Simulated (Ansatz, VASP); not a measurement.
**Two plane-wave programs on Li5Ge**

```xyz
6
Lattice="-3.9524 3.9524 2.4853 3.9524 -3.9524 2.4853 3.9524 3.9524 -2.4853" Properties=species:S:1:pos:R:3 pbc="T T T"
Li    5.4730    0.0000    0.0000
Li    2.4318    0.0000    0.0000
Li    0.0000    5.4730    0.0000
Li    0.0000    2.4318    0.0000
Li    0.0000    0.0000    2.4853
Ge    0.0000    0.0000    0.0000
```

Alike in both runs: task relaxation of cell and atoms; functional PBE; k mesh 10 × 10 × 10; occupations gaussian, width 0.1 eV; no spin polarisation.

```csv
,VASP,Ansatz
version,VASP 6.6.1,Ansatz 0.2.0
potentials or method,"VASP PAW PBE potentials, release 64 (Li_sv, Ge_d)","scalar-relativistic, plane waves, PAW"
plane-wave cutoff (eV),600,420
valence electrons in the cell,29,29
```

Ansatz gave:

| Quantity | Value |
| --- | --- |
| gap on the k mesh at the Fermi level, each at its own relaxed structure (eV) | none |
| relaxed volume (Å³/atom) | 26.34 |
| relaxed cell length with the largest relative difference (Å) | 6.159 |

Question: What did VASP give for the same quantities?

Answer: gap on the k mesh at the Fermi level, each at its own relaxed structure (eV): none; relaxed volume (Å³/atom): 26.09; relaxed cell length with the largest relative difference (Å): 6.136.

A gap of «none» marks a metal or a gap that the smearing closes.

Caveats: the cutoff is under 1.25 times the usual one of these potentials, so pressure, stress and relaxed cells hold a basis-set (Pulay) error (VASP).
